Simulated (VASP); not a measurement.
Computed with PBEsol GGA, VASP's PBE PAW potentials (set 64) (plane waves; VASP 6.6.1).

VASP ran on this input.

File KPOINTS:
```
Automatic mesh
0
Gamma
5 5 5
0 0 0
```

INCAR:
```
SYSTEM = TePb2Se
PREC = Accurate
ENCUT = 400
EDIFF = 1E-6
NELM = 100
ALGO = Normal
LREAL = .FALSE.
LASPH = .TRUE.
ISMEAR = 0
SIGMA = 0.05
GGA = PS
LMAXMIX = 4
LWAVE = .FALSE.
LCHARG = .FALSE.
IBRION = 2
ISIF = 3
NSW = 60
EDIFFG = -0.02
```

**POSCAR**
```
TePb2Se
1.0
  2.2182163428   1.2806880046   7.2381967309
 -2.2182163428   1.2806880046   7.2381967309
  0.0000000000  -2.5613760093   7.2381967309
Te Pb Se
1 2 1
Cartesian
  0.0000000000  -0.0000000001  10.8572950964
  0.0000000000  -0.0000000001  16.1716808292
 -0.0000000000  -0.0000000000   5.5429093635
  0.0000000000   0.0000000000   0.0000000000
```

POTCAR, in this order: Te Pb_d Se (PBE.64 set). Program: vasp_std.

The resulting files:

OUTCAR:
```
 ion  position               nearest neighbor table
   1  0.500  0.500  0.500-   3 3.20   3 3.20   2 3.20   2 3.20   3 3.20   2 3.20
   2  0.745  0.745  0.745-   4 3.07   4 3.07   4 3.07   1 3.20   1 3.20   1 3.20
   3  0.255  0.255  0.255-   4 3.07   4 3.07   4 3.07   1 3.20   1 3.20   1 3.20
   4  0.000  0.000  0.000-   2 3.07   2 3.07   3 3.07   3 3.07   2 3.07   3 3.07
  LATTYP: Found a trigonal (rhomboedric) cell.
 ALAT       =     7.6780295274
 COS(alpha) =     0.8330684838
 Subroutine PRICEL returns:
 Original cell was already a primitive cell.
 Subroutine GETGRP returns: Found 12 space group operations
The static configuration has the point symmetry D_3d.
The dynamic configuration has the point symmetry D_3d.
 Subroutine INISYM returns: Found 12 space group operations
 Subroutine IBZKPT returns following result:
 Found     19 irreducible k-points:

 Following reciprocal coordinates:
            Coordinates               Weight
  0.000000  0.000000  0.000000      1.000000
  0.200000  0.000000 -0.000000      6.000000
  0.400000  0.000000 -0.000000      6.000000
  0.200000  0.200000 -0.000000      6.000000
  0.400000  0.200000 -0.000000     12.000000
 -0.400000  0.200000 -0.000000     12.000000
 -0.200000  0.200000  0.000000      6.000000
  0.400000  0.400000 -0.000000      6.000000
 -0.400000  0.400000  0.000000      6.000000
  0.200000  0.200000  0.200000      2.000000
  0.400000  0.200000  0.200000      6.000000
 -0.400000  0.200000  0.200000      6.000000
 -0.200000  0.200000  0.200000      6.000000
  0.400000  0.400000  0.200000      6.000000
 -0.400000  0.400000  0.200000     12.000000
 -0.200000  0.400000  0.200000     12.000000
 -0.400000 -0.400000  0.200000      6.000000
  0.400000  0.400000  0.400000      2.000000
 -0.400000  0.400000  0.400000      6.000000
   k-points           NKPTS =     19   k-points in BZ     NKDIM =     19   number of bands    NBANDS=     24
   number of dos      NEDOS =    301   number of ions     NIONS =      4
...
```

**OSZICAR**
```
       N       E                     dE             d eps       ncg     rms          rms(c)
DAV:   1     0.346883256948E+03    0.34688E+03   -0.16318E+04   912   0.140E+03
DAV:   2     0.158052973517E+02   -0.33108E+03   -0.32701E+03   952   0.394E+02
DAV:   3    -0.164335565941E+02   -0.32239E+02   -0.31425E+02  1192   0.138E+02
DAV:   4    -0.174984672315E+02   -0.10649E+01   -0.10645E+01  1040   0.309E+01
DAV:   5    -0.175427891655E+02   -0.44322E-01   -0.44318E-01  1272   0.552E+00    0.433E+00
DAV:   6    -0.171632449033E+02    0.37954E+00   -0.11514E+00  1160   0.678E+00    0.277E+00
DAV:   7    -0.171555796781E+02    0.76652E-02   -0.29189E-01  1344   0.248E+00    0.123E+00
DAV:   8    -0.171551600853E+02    0.41959E-03   -0.29147E-02  1184   0.139E+00    0.212E-01
DAV:   9    -0.171549574289E+02    0.20266E-03   -0.33118E-03  1232   0.345E-01    0.118E-01
DAV:  10    -0.171550426282E+02   -0.85199E-04   -0.70926E-04  1240   0.110E-01    0.385E-02
DAV:  11    -0.171550544751E+02   -0.11847E-04   -0.66230E-05  1000   0.524E-02    0.163E-02
DAV:  12    -0.171550574542E+02   -0.29792E-05   -0.20655E-05  1040   0.323E-02    0.671E-03
DAV:  13    -0.171550572303E+02    0.22394E-06   -0.57424E-06  1000   0.234E-02
   1 F= -.17155057E+02 E0= -.17155057E+02  d E =-.171551E+02
       N       E                     dE             d eps       ncg     rms          rms(c)
DAV:   1    -0.171575733382E+02   -0.25159E-02   -0.11059E-01  1160   0.441E+00    0.276E-01
DAV:   2    -0.171554995532E+02    0.20738E-02   -0.71952E-03  1152   0.107E+00    0.987E-02
DAV:   3    -0.171551631594E+02    0.33639E-03   -0.16646E-03  1168   0.549E-01    0.193E-02
DAV:   4    -0.171551712174E+02   -0.80581E-05   -0.70280E-05  1208   0.640E-02    0.923E-03
DAV:   5    -0.171551729304E+02   -0.17130E-05   -0.71938E-06  1064   0.281E-02    0.762E-03
DAV:   6    -0.171551739916E+02   -0.10612E-05   -0.67528E-07   712   0.728E-03    0.374E-03
DAV:   7    -0.171551748611E+02   -0.86951E-06   -0.56528E-07   568   0.804E-03
   2 F= -.17155175E+02 E0= -.17155175E+02  d E =-.117631E-03
```

File OUTCAR:
```
------------------------ aborting loop because EDIFF is reached ----------------------------------------
  FORCE on cell =-STRESS in cart. coord.  units (eV):
  Direction    XX          YY          ZZ          XY          YZ          ZX
  --------------------------------------------------------------------------------------
  Total        0.0405475      0.0405475      0.0307063      0.0000000     -0.0000000      0.0000000
  in kB        0.5279604      0.5279605      0.3998199      0.0000000     -0.0000000      0.0000000
  external PRESSURE =       0.4852469 kB  Pullay stress =       0.0000000 kB
  volume of cell :      123.05
      direct lattice vectors                 reciprocal lattice vectors
     2.216317623  1.279591778  7.231339152     0.225599433  0.130249873  0.046095658
    -2.216317623  1.279591778  7.231339152    -0.225599433  0.130249873  0.046095658
     0.000000000 -2.559183556  7.231339152     0.000000000 -0.260499746  0.046095658
 POSITION                                       TOTAL-FORCE (eV/Angst)
 -----------------------------------------------------------------------------------
      0.00000     -0.00000     10.84701        -0.000000     -0.000000     -0.000000
      0.00000     -0.00000     16.15499         0.000000      0.000000     -0.019132
      0.00000     -0.00000      5.53902         0.000000     -0.000000      0.019132
     -2.21632      1.27959      7.23134         0.000000     -0.000000      0.000000
 -----------------------------------------------------------------------------------
    total drift:                                0.000000     -0.000000      0.000000
  FREE ENERGIE OF THE ION-ELECTRON SYSTEM (eV)
  ---------------------------------------------------
  free  energy   TOTEN  =       -17.1551748611 eV

  energy  without entropy=      -17.1551748611  energy(sigma->0) =      -17.15517486

 reached required accuracy - stopping structural energy minimisation
```
(Selected blocks of OUTCAR.)

File CONTCAR:
```
TePb2Se
   1.00000000000000
     2.2163176231383668    1.2795917777735923    7.2313391523442343
    -2.2163176231383668    1.2795917777735923    7.2313391523442343
     0.0000000000000000   -2.5591835556470044    7.2313391523442174
  Te              Pb              Se
     1     2     1
Direct
     0.5000000000000000    0.5000000000000000    0.5000000000000000
     0.7446750425155675    0.7446750425155675    0.7446750425155675
     0.2553249574844325    0.2553249574844325    0.2553249574844325
     0.0000000000000000    1.0000000000000000    0.0000000000000000
```

The structure comes from a computed database's TePb2Se entry (R-3m); how it stands against other phases isn't given here. This run relaxes it. Symmetry was kept, so distortions that lower it aren't found. The start is the result of an earlier pass.
